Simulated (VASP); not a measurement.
```xyz
2
Lattice="0.0000 2.9427 2.9427 2.9427 0.0000 2.9427 2.9427 2.9427 0.0000" Properties=species:S:1:pos:R:3 pbc="T T T"
Ag     0.0000     0.0000     0.0000
Br     2.9427     2.9427     2.9427
```

The base run (VASP): PBE GGA, plane waves, VASP's PBE PAW potentials (set 64). Numerical set-up: 400 eV cut-off, 7×7×7 Γ-centred mesh, Gaussian smearing of 0.050 eV, potentials Ag Br.

One setting is varied; ΔE counts from the most expensive setting. The base run took about 7 core-seconds. Costs are core time on shared hosts, one run each; read them as rough ratios.

Pressures at a finite cut-off, here 400 eV, hold a Pulay part, which wasn't tested here.

```csv
setting,cost over the base run,electronic steps,ΔE (meV/atom),pressure (GPa)
KPOINTS 3×3×3 Γ-centred mesh,within a factor of 2,12,43.7,-0.34
KPOINTS 5×5×5 Γ-centred mesh,within a factor of 2,12,2.0,-1.00
KPOINTS 8×8×8 Γ-centred mesh,within a factor of 2,12,0.0,-1.05
base run,reference,12,0.1,-1.04
KPOINTS 9×9×9 Γ-centred mesh,within a factor of 2,12,0.0,-1.05
KPOINTS 10×10×10 Γ-centred mesh,within a factor of 2,12,0.0,-1.05
KPOINTS 11×11×11 Γ-centred mesh,within a factor of 2,12,0.0,-1.05
KPOINTS 13×13×13 Γ-centred mesh,about 2 times,12,0.0,-1.05
```

Left out are runs that failed, have no time on record or changed the cell.

The compound is AgBr in the rock salt structure. The cell was not relaxed at this level.
